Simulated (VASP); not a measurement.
An input for Ansatz (written as the equivalent of a VASP run, and not itself run):

Ansatz 0.2 input:
```yaml
crystal:
  lattice:
    - [3.6529004, -0.0000000, 0.0000000]
    - [-1.8264502, 3.1635031, 0.0000000]
    - [0.0000000, 0.0000000, 6.0299400]
  atoms:
    - { symbol: Mg, position: [0.0000000, 0.0000000, 1.0000000] }
    - { symbol: Mg, position: [0.0000000, 0.0000000, 0.5000000] }
    - { symbol: Te, position: [0.3333330, 0.6666670, 0.2500000] }
    - { symbol: Te, position: [0.6666670, 0.3333330, 0.7500000] }
kpoints:
  mp_grid: { grid: [7, 7, 4] }
hamiltonian:
  xc: pbesol
  pseudopotentials: { kind: paw }
scf:
  occupations: { method: gaussian, width: 0.05 }
  max_iter: 100
relax:
  max_steps: 40
  f_tol: 0.02
  cell: { p_target: 45 }
output: { forces: true, stress: true, eigenvalues: true }
```

### Question
Write the VASP files for the same calculation (PBEsol).

### Answer
This is not unique; one that fits is 
### KPOINTS
```
Regular mesh
0
Gamma
 7 7 4
```

INCAR:
```
ALGO = Normal
EDIFF = 1E-6
EDIFFG = -0.02
ENCUT = 500
GGA = PS
IBRION = 2
ISIF = 3
ISMEAR = 0
LASPH = .TRUE.
LCHARG = .FALSE.
LMAXMIX = 4
LREAL = .FALSE.
LWAVE = .FALSE.
NELM = 100
NSW = 40
PREC = Accurate
PSTRESS = 450
SIGMA = 0.05
SYSTEM = MgTe
```

### POSCAR
```
MgTe
1
    3.6529003779    -0.0000000002    -0.0000000000
   -1.8264501894     3.1635030537    -0.0000000000
   -0.0000000000    -0.0000000000     6.0299399540
Mg Te
2 2
Direct
  0.0000000000   0.0000000000   1.0000000000
  0.0000000000   0.0000000000   0.5000000000
  0.3333330000   0.6666670000   0.2500000000
  0.6666670000   0.3333330000   0.7500000000
```

POTCAR, in this order: Mg Te (PBE.64 set). Program: vasp_std.

Limits of the translation: each code has its own PAW files, so the cut-off isn't converted (ENCUT is set for VASP's; basis.ecutwfc is left out, and Ansatz then takes the one that its files recommend); Ansatz stops its SCF on the density residual and VASP on the energy change (EDIFF).

The structure was generated: MgTe was put into the NiAs type type (P6_3/mmc), which need not be its known phase. It was relaxed first under an external pressure of 45 GPa.
